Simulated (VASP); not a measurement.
PmTe:

```
CELL_PARAMETERS angstrom
3.76291 0.00000 0.00000
0.00000 3.76291 0.00000
0.00000 0.00000 3.76291
ATOMIC_POSITIONS crystal
Pm 0.00000 0.00000 0.00000
Te 0.50000 0.50000 0.50000
```

The cell comes from a database or a generator and needn't be the stable form of this composition.

Base run:

* Program: VASP 6.6.1
* Functional: PBEsol
* Potentials or basis: VASP PAW PBE potentials, release 64 (Pm, Te)
* Cutoff: 520 eV
* k mesh: 5 × 5 × 5
* Occupations: gaussian, width 0.05 eV
* Spin: collinear spin, zero start
* Starting moments: [0.0, 0.0] μB

Its results: band gap on the k mesh none (metal or under the smearing width); pressure 0.2 GPa; net moment -0.06 μB per cell; site moments Pm -0.19; Te -0.00 μB.

**Question.** The run is repeated on the same cell with these changes: spin from collinear spin, zero start to collinear spin, random start; moments at the start from [0.0, 0.0] to [1.86, 0.0]. What comes out?

**Answer.** Band gap on the k mesh none (metal or under the smearing width); pressure 3.6 GPa; net moment 4.97 μB per cell; site moments Pm +4.54; Te -0.09 μB.

Caveats: the magnetic or orbital state may not be the lowest; the PAW data sets were made with another functional, which shifts forces and pressure a little; spin-orbit coupling is left out, which moves the levels of the heavy elements; without U or exact exchange the open f shell lies at the Fermi level, which spoils levels, moments and volumes.
